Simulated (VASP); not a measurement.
# FeCo2Au: magnetic orders, part 2 of 5

Wanted: the lowest of several collinear orders of FeCo2Au. The cell is invented: it takes the structure of a Materials Project entry for Fe3Au (space group 139 there), with some of its atoms replaced by other elements, volume scaled by an estimate. It may not be a known or stable phase.

VASP 6.6.1, plane waves and PAW; the level of theory is named at each step.

So far: The structure; Relax in the ferromagnetic state.

**2. Relax in the ferromagnetic state (continued)**

Level of this step: PBEsol, DFT+U (Co d 2 eV, Fe d 3 eV), spin-polarised from a ferromagnetic start; plane waves and PAW (Au, Co, Fe); invented cell (VASP).

Parts of OUTCAR (step 2):

```text
ion  position               nearest neighbor table
   1  0.000  0.000  0.000-   4 2.62   4 2.62   4 2.62   4 2.62   3 2.65   2 2.65   3 2.65   3 2.65
                             2 2.65   2 2.65   3 2.65   2 2.65
   2  0.750  0.250  0.500-   3 2.62   3 2.62   3 2.62   3 2.62   4 2.65   1 2.65   4 2.65   1 2.65
                             4 2.65   4 2.65   1 2.65   1 2.65
   3  0.250  0.750  0.500-   2 2.62   2 2.62   2 2.62   2 2.62   4 2.65   1 2.65   4 2.65   4 2.65
                             1 2.65   1 2.65   4 2.65   1 2.65
   4  0.500  0.500  0.000-   1 2.62   1 2.62   1 2.62   1 2.62   3 2.65   2 2.65   3 2.65   2 2.65
                             3 2.65   3 2.65   2 2.65   2 2.65

  LATTYP: Found a body centered tetragonal cell.
 ALAT       =     3.6999800000
 C/A-ratio  =     2.0540862383

 Subroutine GETGRP returns: Found 16 space group operations
 (whereof 16 operations were pure point group operations)

The static configuration has the point symmetry D_4h.

 Found     75 irreducible k-points:

   k-points           NKPTS =     75   k-points in BZ     NKDIM =     75   number of bands    NBANDS=     26

   dimension x,y,z NGX =    28 NGY =   28 NGZ =   28
   dimension x,y,z NGXF=    56 NGYF=   56 NGZF=   56

   ENCUT  =  350.0 eV  25.72 Ry    5.07 a.u.   7.04  7.04  7.04*2*pi/ulx,y,z

   NELECT =      37.0000    total number of electrons

 k-points in reciprocal lattice and weights: Automatic mesh
   0.00000000  0.00000000  0.00000000       0.001
   0.11111111  0.00000000  0.00000000       0.011
   0.22222222  0.00000000 -0.00000000       0.011
   0.33333333  0.00000000 -0.00000000       0.011
   0.44444444  0.00000000 -0.00000000       0.011
   0.11111111  0.11111111  0.00000000       0.011
   0.22222222  0.11111111 -0.00000000       0.022
   0.33333333  0.11111111 -0.00000000       0.022
   0.44444444  0.11111111 -0.00000000       0.022
[...]
-0.44444444  0.44444444  0.44444444       0.005
  -0.44444444 -0.44444444  0.44444444       0.003

atom =   2  type =  2  l = 2

 onsite density matrix

spin component  1

  0.9190 -0.0000 -0.0000 -0.0000 -0.0000
 -0.0000  0.9197 -0.0000 -0.0000 -0.0000
 -0.0000 -0.0000  0.9276  0.0000  0.0000
 -0.0000 -0.0000  0.0000  0.9197 -0.0000
 -0.0000 -0.0000  0.0000 -0.0000  0.9321

spin component  2

  0.6239 -0.0000 -0.0000  0.0000 -0.0000
 -0.0000  0.4451 -0.0000  0.0000 -0.0000
 -0.0000 -0.0000  0.7351 -0.0000 -0.0000
  0.0000  0.0000 -0.0000  0.4451 -0.0000
 -0.0000 -0.0000 -0.0000 -0.0000  0.4233

 occupancies and eigenvectors

  o =  0.4233  v =  0.0000  0.0000  0.0000  0.0000  0.0000  0.0000  0.0000  0.0000  0.0000  1.0000      0.0000  0.0000  0.0000  0.0000  0.0000  0.0000  0.0000  0.0000  0.0000  0.0000
  o =  0.4451  v =  0.0000  0.0000  0.0000  0.0000  0.0000  0.0000  0.2040 -0.0000  0.9790 -0.0000      0.0000  0.0000  0.0000  0.0000  0.0000  0.0000  0.0000  0.0000  0.0000  0.0000
  o =  0.4451  v =  0.0000  0.0000  0.0000  0.0000  0.0000  0.0000 -0.9790  0.0000  0.2040  0.0000      0.0000  0.0000  0.0000  0.0000  0.0000  0.0000  0.0000  0.0000  0.0000  0.0000
  o =  0.6239  v =  0.0000  0.0000  0.0000  0.0000  0.0000  1.0000  0.0000  0.0000  0.0000  0.0000      0.0000  0.0000  0.0000  0.0000  0.0000  0.0000  0.0000  0.0000  0.0000  0.0000
  o =  0.7351  v =  0.0000  0.0000  0.0000  0.0000  0.0000  0.0000 -0.0000  1.0000  0.0000 -0.0000      0.0000  0.0000  0.0000  0.0000  0.0000  0.0000  0.0000  0.0000  0.0000  0.0000
  o =  0.9190  v =  1.0000  0.0000  0.0000  0.0000  0.0000  0.0000  0.0000  0.0000  0.0000  0.0000      0.0000  0.0000  0.0000  0.0000  0.0000  0.0000  0.0000  0.0000  0.0000  0.0000
  o =  0.9197  v =  0.0000  0.6495  0.0000  0.7604  0.0000  0.0000  0.0000  0.0000  0.0000  0.0000      0.0000  0.0000  0.0000  0.0000  0.0000  0.0000  0.0000  0.0000  0.0000  0.0000
  o =  0.9197  v =  0.0000 -0.7604 -0.0000  0.6495  0.0000  0.0000  0.0000  0.0000  0.0000  0.0000      0.0000  0.0000  0.0000  0.0000  0.0000  0.0000  0.0000  0.0000  0.0000  0.0000
  o =  0.9276  v =  0.0000  0.0000 -1.0000 -0.0000  0.0000  0.0000  0.0000  0.0000  0.0000  0.0000      0.0000  0.0000  0.0000  0.0000  0.0000  0.0000  0.0000  0.0000  0.0000  0.0000
  o =  0.9321  v =  0.0000 -0.0000  0.0000 -0.0000  1.0000  0.0000  0.0000  0.0000  0.0000  0.0000      0.0000  0.0000  0.0000  0.0000  0.0000  0.0000  0.0000  0.0000  0.0000  0.0000

atom =   3  type =  2  l = 2

 onsite density matrix

spin component  1

  0.9190 -0.0000 -0.0000  0.0000  0.0000
 -0.0000  0.9197  0.0000 -0.0000  0.0000
 -0.0000  0.0000  0.9276  0.0000 -0.0000
  0.0000 -0.0000  0.0000  0.9197 -0.0000
  0.0000  0.0000 -0.0000 -0.0000  0.9321

spin component  2

  0.6239 -0.0000 -0.0000 -0.0000  0.0000
 -0.0000  0.4451  0.0000  0.0000 -0.0000
 -0.0000  0.0000  0.7351 -0.0000  0.0000
 -0.0000  0.0000 -0.0000  0.4451 -0.0000
  0.0000 -0.0000  0.0000 -0.0000  0.4233

 occupancies and eigenvectors

  o =  0.4233  v =  0.0000  0.0000  0.0000  0.0000  0.0000  0.0000  0.0000  0.0000 -0.0000 -1.0000      0.0000  0.0000  0.0000  0.0000  0.0000  0.0000  0.0000  0.0000  0.0000  0.0000
  o =  0.4451  v =  0.0000  0.0000  0.0000  0.0000  0.0000  0.0000  0.6917 -0.0000 -0.7222  0.0000      0.0000  0.0000  0.0000  0.0000  0.0000  0.0000  0.0000  0.0000  0.0000  0.0000
  o =  0.4451  v =  0.0000  0.0000  0.0000  0.0000  0.0000  0.0000  0.7222  0.0000  0.6917  0.0000      0.0000  0.0000  0.0000  0.0000  0.0000  0.0000  0.0000  0.0000  0.0000  0.0000
  o =  0.6239  v =  0.0000  0.0000  0.0000  0.0000  0.0000  1.0000  0.0000  0.0000  0.0000  0.0000      0.0000  0.0000  0.0000  0.0000  0.0000  0.0000  0.0000  0.0000  0.0000  0.0000
  o =  0.7351  v =  0.0000  0.0000  0.0000  0.0000  0.0000  0.0000  0.0000  1.0000 -0.0000  0.0000      0.0000  0.0000  0.0000  0.0000  0.0000  0.0000  0.0000  0.0000  0.0000  0.0000
  o =  0.9190  v =  1.0000  0.0000  0.0000  0.0000  0.0000  0.0000  0.0000  0.0000  0.0000  0.0000      0.0000  0.0000  0.0000  0.0000  0.0000  0.0000  0.0000  0.0000  0.0000  0.0000
  o =  0.9197  v =  0.0000  0.2367 -0.0000  0.9716 -0.0000  0.0000  0.0000  0.0000  0.0000  0.0000      0.0000  0.0000  0.0000  0.0000  0.0000  0.0000  0.0000  0.0000  0.0000  0.0000
  o =  0.9197  v =  0.0000  0.9716 -0.0000 -0.2367  0.0000  0.0000  0.0000  0.0000  0.0000  0.0000      0.0000  0.0000  0.0000  0.0000  0.0000  0.0000  0.0000  0.0000  0.0000  0.0000
  o =  0.9276  v =  0.0000 -0.0000 -1.0000 -0.0000 -0.0000  0.0000  0.0000  0.0000  0.0000  0.0000      0.0000  0.0000  0.0000  0.0000  0.0000  0.0000  0.0000  0.0000  0.0000  0.0000
  o =  0.9321  v =  0.0000  0.0000  0.0000 -0.0000 -1.0000  0.0000  0.0000  0.0000  0.0000  0.0000      0.0000  0.0000  0.0000  0.0000  0.0000  0.0000  0.0000  0.0000  0.0000  0.0000

atom =   4  type =  3  l = 2

 onsite density matrix

spin component  1

  0.9313  0.0000  0.0000  0.0000 -0.0000
  0.0000  0.9264  0.0000 -0.0000  0.0000
  0.0000  0.0000  0.9377  0.0000  0.0000
  0.0000 -0.0000  0.0000  0.9264 -0.0000
 -0.0000  0.0000  0.0000 -0.0000  0.9498

spin component  2

  0.2310  0.0000  0.0000  0.0000  0.0000
  0.0000  0.5248 -0.0000 -0.0000 -0.0000
  0.0000 -0.0000  0.1325 -0.0000 -0.0000
  0.0000 -0.0000 -0.0000  0.5248  0.0000
  0.0000 -0.0000 -0.0000  0.0000  0.0776

 occupancies and eigenvectors

  o =  0.0776  v =  0.0000  0.0000  0.0000  0.0000  0.0000  0.0000 -0.0000 -0.0000  0.0000 -1.0000      0.0000  0.0000  0.0000  0.0000  0.0000  0.0000  0.0000  0.0000  0.0000  0.0000
  o =  0.1325  v =  0.0000  0.0000  0.0000  0.0000  0.0000  0.0000 -0.0000  1.0000  0.0000 -0.0000      0.0000  0.0000  0.0000  0.0000  0.0000  0.0000  0.0000  0.0000  0.0000  0.0000
  o =  0.2310  v =  0.0000  0.0000  0.0000  0.0000  0.0000  1.0000  0.0000  0.0000  0.0000  0.0000      0.0000  0.0000  0.0000  0.0000  0.0000  0.0000  0.0000  0.0000  0.0000  0.0000
  o =  0.5248  v =  0.0000  0.0000  0.0000  0.0000  0.0000  0.0000  0.0807  0.0000 -0.9967 -0.0000      0.0000  0.0000  0.0000  0.0000  0.0000  0.0000  0.0000  0.0000  0.0000  0.0000
  o =  0.5248  v =  0.0000  0.0000  0.0000  0.0000  0.0000  0.0000  0.9967  0.0000  0.0807 -0.0000      0.0000  0.0000  0.0000  0.0000  0.0000  0.0000  0.0000  0.0000  0.0000  0.0000
  o =  0.9264  v =  0.0000  0.9993  0.0000  0.0368 -0.0000  0.0000  0.0000  0.0000  0.0000  0.0000      0.0000  0.0000  0.0000  0.0000  0.0000  0.0000  0.0000  0.0000  0.0000  0.0000
  o =  0.9264  v =  0.0000  0.0368 -0.0000 -0.9993  0.0000  0.0000  0.0000  0.0000  0.0000  0.0000      0.0000  0.0000  0.0000  0.0000  0.0000  0.0000  0.0000  0.0000  0.0000  0.0000
  o =  0.9313  v =  1.0000  0.0000  0.0000  0.0000  0.0000  0.0000  0.0000  0.0000  0.0000  0.0000      0.0000  0.0000  0.0000  0.0000  0.0000  0.0000  0.0000  0.0000  0.0000  0.0000
  o =  0.9377  v =  0.0000  0.0000 -1.0000  0.0000 -0.0000  0.0000  0.0000  0.0000  0.0000  0.0000      0.0000  0.0000  0.0000  0.0000  0.0000  0.0000  0.0000  0.0000  0.0000  0.0000
  o =  0.9498  v =  0.0000 -0.0000  0.0000 -0.0000 -1.0000  0.0000  0.0000  0.0000  0.0000  0.0000      0.0000  0.0000  0.0000  0.0000  0.0000  0.0000  0.0000  0.0000  0.0000  0.0000

 average (electrostatic) potential at core
       1 -65.0611       2 -79.0379       3 -79.0379       4 -40.3349

 E-fermi :   9.2969

 spin component 1
 k-point     1 :       0.0000    0.0000    0.0000
  band No.  band energies     occupation
    ...
     17       6.9350      1.00000
     18       7.0468      1.00000
     19       7.3820      1.00000
     20       7.3820      1.00000
     21       7.5912      1.00000
     22      10.5580      0.00000
     23      15.4352      0.00000
     24      15.4352      0.00000
     25      16.3562      0.00000
     26      16.5985      0.00000

 k-point     2 :       0.1111    0.0000    0.0000
  band No.  band energies     occupation
    ...
     17       6.8770      1.00000
     18       6.9151      1.00000
     19       7.0189      1.00000
     20       7.3515      1.00000
     21       7.5185      1.00000
     22      10.8100      0.00000
     23      13.7862      0.00000
     24      15.2732      0.00000
     25      15.3467      0.00000
     26      16.8276      0.00000

 k-point     3 :       0.2222    0.0000   -0.0000
  band No.  band energies     occupation
    ...
     17       6.6483      1.00000
     18       6.7238      1.00000
     19       6.8802      1.00000
     20       7.2248      1.00000
     21       7.3631      1.00000
     22      10.9885      0.00000
     23      11.6702      0.00000
     24      13.9646      0.00000
     25      15.4431      0.00000
     26      17.5307      0.00000

 k-point     4 :       0.3333    0.0000   -0.0000
  band No.  band energies     occupation
    ...
     18       6.6382      1.00000
     19       6.8613      1.00000
     20       6.9757      1.00000
     21       7.2382      1.00000
     22       9.2554      0.99725
     23      11.6308      0.00000
     24      13.0411      0.00000
     25      15.8651      0.00000
     26      18.0351      0.00000

 k-point     5 :       0.4444    0.0000   -0.0000
  band No.  band energies     occupation
    ...
     18       6.6711      1.00000
     19       6.8420      1.00000
     20       6.9841      1.00000
     21       7.1317      1.00000
     22       7.8412      1.00000
     23      11.7066      0.00000
     24      12.6021      0.00000
     25      16.4808      0.00000
     26      18.0758      0.00000

 k-point     6 :       0.1111    0.1111    0.0000
  band No.  band energies     occupation
    ...
     17       6.7615      1.00000
     18       6.8755      1.00000
     19       6.8859      1.00000
     20       7.2644      1.00000
     21       7.4741      1.00000
     22      10.6168      0.00000
     23      13.3767      0.00000
     24      13.5280      0.00000
     25      15.8407      0.00000
     26      16.3866      0.00000

  Total       -0.0094719     -0.0094719     -0.0172183      0.0000000     -0.0000000      0.0000000
  in kB       -0.3002423     -0.3002423     -0.5457923      0.0000000     -0.0000000      0.0000000
  external PRESSURE =      -0.3820923 kB  Pullay stress =       0.0000000 kB

  energy-cutoff  :      350.00
  volume of cell :       50.54
      direct lattice vectors                 reciprocal lattice vectors
    -1.837205679  1.837205679  3.743682592     0.000000000  0.272152435  0.133558331
     1.837205679 -1.837205679  3.743682592     0.272152435  0.000000000  0.133558331
     1.837205679  1.837205679 -3.743682592     0.272152435  0.272152435  0.000000000

 POSITION                                       TOTAL-FORCE (eV/Angst)
 -----------------------------------------------------------------------------------
      0.00000      0.00000      0.00000         0.000000     -0.000000     -0.000000
     -0.00000      1.83721      1.87184         0.000000     -0.000000      0.000000
      1.83721     -0.00000      1.87184        -0.000000      0.000000     -0.000000
      0.00000      0.00000      3.74368         0.000000     -0.000000     -0.000000
 -----------------------------------------------------------------------------------
    total drift:                                0.000000      0.000000      0.000000

  FREE ENERGIE OF THE ION-ELECTRON SYSTEM (eV)
  ---------------------------------------------------
  free  energy   TOTEN  =       -22.3898744546 eV

  energy  without entropy=      -22.3903139133  energy(sigma->0) =      -22.39002094

 reached required accuracy - stopping structural energy minimisation

 total charge
# of ion       s       p       d       tot
------------------------------------------
    1        0.720   0.597   8.619   9.936
    2        0.433   0.454   7.264   8.151
    3        0.433   0.454   7.264   8.151
    4        0.445   0.486   6.139   7.070
--------------------------------------------------
tot          2.030   1.991  29.286  33.308

 magnetization (x)
# of ion       s       p       d       tot
------------------------------------------
    1       -0.022  -0.078   0.161   0.062
    2       -0.009  -0.041   1.948   1.898
    3       -0.009  -0.041   1.948   1.898
    4        0.002  -0.021   3.180   3.161
--------------------------------------------------
tot         -0.038  -0.180   7.236   7.019

[... 6 further parts left out ...]
```

CONTCAR:

```
FeCo2Au
   1.00000000000000
    -1.8372056788832991    1.8372056788832991    3.7436825916844874
     1.8372056788832991   -1.8372056788832991    3.7436825916844874
     1.8372056788832991    1.8372056788832991   -3.7436825916844874
  Au              Co              Fe
     1     2     1
Direct
     0.0000000000000000    0.0000000000000000    0.0000000000000000
     0.7500000000000000    0.2500000000000000    0.5000000000000000
     0.2500000000000000    0.7500000000000000    0.5000000000000000
     0.5000000000000000    0.5000000000000000    0.0000000000000000
```

The magnetic state follows from one typed start and may not be the lowest. A U on the itinerant d states of such a compound is hard to justify; it moves the bands at the Fermi level and favours large moments. The PAW data sets were made with PBE, which is usual practice but a small mismatch for other functionals. The run keeps the 16 symmetry operations of its start, so it cannot find a distortion of lower symmetry.

Relaxation path:

| step | energy less that of the first step (eV) | largest force (eV/Å) | pressure (GPa) | volume (Å³) |
| --- | --- | --- | --- | --- |
| 1 | 0.0000 | 0.0000 | -5.14 | 52.02 |
| 2 | -0.0145 | 0.0000 | 3.48 | 49.55 |
| 3 | -0.0252 | 0.0000 | 0.10 | 50.51 |
| 4 | -0.0252 | 0.0000 | 0.04 | 50.54 |
| 5 | -0.0257 | 0.0000 | -0.07 | 50.54 |
| 6 | -0.0258 | 0.0000 | -0.04 | 50.54 |

| conventional cell, symmetrised | before | after | change |
| --- | --- | --- | --- |
| a (Å) | 3.700 | 3.674 | -0.7 % |
| b (Å) | 3.700 | 3.674 | -0.7 % |
| c (Å) | 7.600 | 7.487 | -1.5 % |
| volume (Å³/atom) | 13.01 | 12.64 | -2.8 % |

Final coordinates:

```xyz
4
Lattice="-1.8372 1.8372 3.7437 1.8372 -1.8372 3.7437 1.8372 1.8372 -3.7437" Properties=species:S:1:pos:R:3 pbc="T T T"
Au    0.0000    0.0000    0.0000
Co    0.0000    1.8372    1.8718
Co    1.8372    0.0000    1.8718
Fe    0.0000    0.0000    3.7437
```

Numbers from this step:

```
electronic cycles                                 : 68
electrons                                         : 37
free energy (TOTEN)                               : -22.39 eV
energy at zero smearing                           : -22.39 eV
Fermi energy                                      : 9.297 eV
moment of the cell, from the last line of the log : 6.880 μB
labelled metallic, from the levels on this mesh   : yes
```

Spin moment in the PAW sphere by atom:

| atom | spin moment in the PAW sphere (μB) |
| --- | --- |
| Au1 | 0.06 |
| Co2 | 1.90 |
| Co3 | 1.90 |
| Fe4 | 3.16 |

The run ended after 6 ionic steps, 0.026 eV below its first step, once forces and stress met EDIFFG = -0.02.

(Part 2 of 5 ends here.)

[Lines on the potential files, build, host, timing and source positions are cut from VASP's logs without a mark.]

[Logs are printed without paths, hosts, clocks, repeated set-up lines and the standing remarks that a program may print on its own settings, such as how far it seeks lower states.]

[Hosts, paths, dates, database ids (printed as entryN), source tags and the programs' standing remarks are cut or masked in the printed files.]

[In band tables of VASP the shares of atoms and orbitals are scaled to a sum of 1 inside the atoms' spheres.]

[Runs that stopped without an error message from VASP are left out.]
